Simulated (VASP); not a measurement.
Set up this calculation in VASP 6.6.1, as the native input.

```yaml
Task: single point
Functional: r2SCAN
Potentials_or_basis: VASP PAW PBE potentials, release 64 (Si)
Cutoff: 520 eV
k_mesh: 10 × 10 × 10
Occupations: gaussian, width 0.02 eV
Spin: no spin polarisation
Dipole_correction: no
Further_INCAR_settings: ALGO = Normal; EDIFF = 1e-06; NBANDS = 11
```

Crystal: Si.

```
CELL_PARAMETERS angstrom
0.00000 2.72211 2.72211
2.72211 0.00000 2.72211
2.72211 2.72211 0.00000
ATOMIC_POSITIONS crystal
Si 0.50000 0.50000 0.50000
Si 0.75000 0.75000 0.75000
```

One way to write it, as run:

POSCAR

```
Si
1.0
    0.0000000000      2.7221053293      2.7221053293
    2.7221053293      0.0000000000      2.7221053293
    2.7221053293      2.7221053293      0.0000000000
Si
2
Direct
    0.5000000000      0.5000000000      0.5000000000
    0.7500000000      0.7500000000      0.7500000000
```

INCAR.step1

```
SYSTEM = Si
PREC = Accurate
ENCUT = 520
ISMEAR = 0
SIGMA = 0.02
LREAL = .False.
LASPH = .True.
NELM = 100
NBANDS = 11
GGA = PE
ALGO = Normal
EDIFF = 1E-4
LWAVE = .True.
LCHARG = .False.
```

INCAR.step2

```
SYSTEM = Si
PREC = Accurate
ENCUT = 520
EDIFF = 1E-6
ISMEAR = 0
SIGMA = 0.02
LREAL = .False.
LASPH = .True.
NELM = 100
ALGO = Normal
ISIF = 2
LWAVE = .False.
LCHARG = .True.
METAGGA = R2SCAN
LMIXTAU = .True.
LELF = .True.
LVHAR = .True.
NBANDS = 11
ISTART = 1
```

KPOINTS

```
regular mesh
0
Gamma
  10 10 10
  0 0 0
```

Potentials or basis: VASP PAW PBE potentials, release 64 (Si).

The run is started by

```bash
$ cat potpaw_PBE.64/Si/POTCAR > POTCAR
$ cp INCAR.step1 INCAR
$ mpirun -np 1 vasp_std > vasp.out
$ cp INCAR.step2 INCAR
$ mpirun -np 1 vasp_std > vasp.out
```

It gave:

* Pressure: -0.2 GPa
* Band gap on the k mesh: 0.79 eV, indirect (least direct gap 2.75 eV)

Caveat: the PAW data sets were made with another functional, which shifts forces and pressure a little.

Wall time 37 s on 1 thread of Intel(R) Xeon(R) 6975P-C (Granite Rapids), with other jobs on the host, peak memory 0.17 GiB.
